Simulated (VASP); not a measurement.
Input:

```xyz
6
Lattice="4.7524 0.0000 0.0000 0.0000 4.7524 0.0000 0.0000 0.0000 3.1992" Properties=species:S:1:pos:R:3 pbc="T T T"
Sn     2.3762     2.3762     1.5996
Sn     0.0000     0.0000     0.0000
O      0.9221     3.8303     1.5996
O      3.8303     0.9221     1.5996
O      3.2983     3.2983     0.0000
O      1.4541     1.4541     0.0000
```

These are LDA (Ceperley-Alder, Perdew-Zunger), VASP's LDA PAW potentials (set 64) (plane waves; VASP) values and carry that method's errors. Numerical set-up: 400 eV cut-off, 7×7×10 Γ-centred mesh, Gaussian smearing of 0.010 eV, potentials Sn_d O.

At this cut-off the stress carries a Pulay error, which pulls relaxed volumes low.

Q: Give the stress tensor in GPa (positive for a compressed cell).

A: 
```
-7.62   0.00   0.00
 0.00  -7.62   0.00
 0.00   0.00  -7.02
```
The pressure is its mean diagonal, -7.42 GPa.

The structure comes from a computed database's SnO2 entry; how it stands against other phases isn't given here. The cell was not relaxed at this level.
